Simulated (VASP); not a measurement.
# ScC (relaxed from the CsCl type structure, space group Pm-3m): computed properties

The numbers are results of LDA (Ceperley-Alder, Perdew-Zunger), VASP's LDA PAW potentials (set 64) (plane waves; VASP), not measurements.

| Quantity | Result |
|---|---|
| space group | Pm-3m (221) |
| cell | a = 2.8177 Å, b = 2.8177 Å, c = 2.8177 Å, α = 90.00°, β = 90.00°, γ = 90.00° |
| volume per atom | 11.19 Å³/atom |
| band gap (over mesh and band path) | none (metal, semimetal or under 0.01 eV) |
| density | 4.23 g/cm³ |

Space group Pm-3m (No. 221); a = b = c = 2.818 Å, α = β = γ = 90.00°

```tsv
atom	site	symmetry	x	y	z
Sc	1a	m-3m	0.0000	0.0000	0.0000
C	1b	m-3m	0.5000	0.5000	0.5000
```

The structure was generated: ScC was put into the CsCl type type (Pm-3m), which need not be its known phase. It was relaxed first, which changed the volume by -32 %. Symmetry was kept, so distortions that lower it aren't found. The electron count is odd and the run is not spin-polarised, which forces a metal.
